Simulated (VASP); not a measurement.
All values below come from PBEsol GGA, VASP's PBE PAW potentials (set 64) (plane waves; VASP).

A VASP calculation is set up with these files.

**KPOINTS**
```
kpoints
0
gamma
  10 10 6
0 0 0
```

### INCAR
```
ALGO = Normal
EDIFF = 1E-6
EDIFFG = -0.02
ENCUT = 500
GGA = PS
IBRION = 2
ISIF = 3
ISMEAR = 1
LASPH = .True.
LCHARG = .False.
LMAXMIX = 4
LREAL = .False.
LWAVE = .False.
NELM = 100
NSW = 40
PREC = Accurate
PSTRESS = 200
SIGMA = 0.1
SYSTEM = SnSe2
```

File POSCAR:
```
SnSe2
1
    1.8100619953    -3.1351257796    -0.0000000000
    1.8100619953     3.1351257796     0.0000000000
    0.0000000000    -0.0000000000     5.1806311829
Sn Se
1 2
Direct
  1.0000000000   1.0000000000   0.0000000000
  0.3333330000   0.6666670000   0.3063607143
  0.6666670000   0.3333330000   0.6936392857
```

POTCAR, in this order: Sn_d Se (PBE.64 set). Program: vasp_std.

Without a dispersion term in the relaxation, distances and binding between the weakly bound layers, chains or molecules are unreliable, and so is what depends on them. Unless said otherwise, spin-orbit coupling is left out, though it shifts the bands of the heavy elements here.

### Question
Predict the energy per atom (σ→0), volume per atom, band gap (on the k-mesh).

### Answer

```yaml
energy per atom (σ→0): -4.068 eV/atom
band gap (on the k-mesh): none (metal, semimetal or under 0.01 eV)
volume_per_atom: 19.67 Å^3/atom
```

OSZICAR:
```
...
       N       E                     dE             d eps       ncg     rms          rms(c)
DAV:   1    -0.122106628516E+02    0.39942E-01   -0.17329E-01  3234   0.710E+00    0.501E-01
DAV:   2    -0.122050829682E+02    0.55799E-02   -0.10529E-02  3174   0.199E+00    0.220E-01
DAV:   3    -0.122035017407E+02    0.15812E-02   -0.43892E-03  3166   0.117E+00    0.402E-02
DAV:   4    -0.122034817096E+02    0.20031E-04   -0.22812E-04  2569   0.153E-01    0.203E-02
DAV:   5    -0.122034681494E+02    0.13560E-04   -0.17364E-05  3580   0.430E-02    0.598E-03
DAV:   6    -0.122034679669E+02    0.18256E-06   -0.15775E-06  1806   0.126E-02
   3 F= -.48387558E+01 E0= -.48384201E+01  d E =-.388626E-03
```

The compound is SnSe2 in the 1T layered structure. This run relaxes it under an external pressure of 20 GPa. Symmetry was kept, so distortions that lower it aren't found.
